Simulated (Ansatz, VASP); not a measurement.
Two plane-wave programs on La2Zr3O

```
CELL_PARAMETERS angstrom
3.23625 1.86845 3.71530
-3.23625 1.86845 3.71530
0.00000 -3.73690 3.71530
ATOMIC_POSITIONS crystal
La 0.62671 0.62671 0.62671
La 0.37329 0.37329 0.37329
Zr 0.00000 0.50000 0.00000
Zr 0.50000 0.00000 0.00000
Zr 0.00000 0.00000 0.50000
O 0.00000 0.00000 0.00000
```

Change from the starting cell: species swapped into the Ce2Al3Fe type (R-3m, No. 166).

Alike in both runs: functional PBE; k mesh 6 × 6 × 6; occupations gaussian, width 0.1 eV; no spin polarisation.

Ansatz relaxed the structure, and its values are those at the end. VASP's run is a single point on that final structure, the one shown.

```csv
,VASP,Ansatz
version,VASP 6.6.1,Ansatz 0.2.0
potentials or method,"VASP PAW PBE potentials, release 64 (La, Zr_sv, O)","scalar-relativistic, plane waves, PAW"
plane-wave cutoff (eV),520,420
valence electrons in the cell,64,64
```

|  | VASP | Ansatz | Ansatz less VASP |
| --- | --- | --- | --- |
| gap on the k mesh at the Fermi level (eV) | none | none | - |
| pressure (GPa) | 0.0 | 0.0 | -0.05 |
| rms of the force components (eV/Å) | 0.007 | 0.002 | -0.0048 |

A gap of «none» marks a metal or a gap that the smearing closes. The functional is the same, so the differences come from potentials, cutoffs and numerics.

The runs have no spin-orbit coupling, so splittings on La are missing.
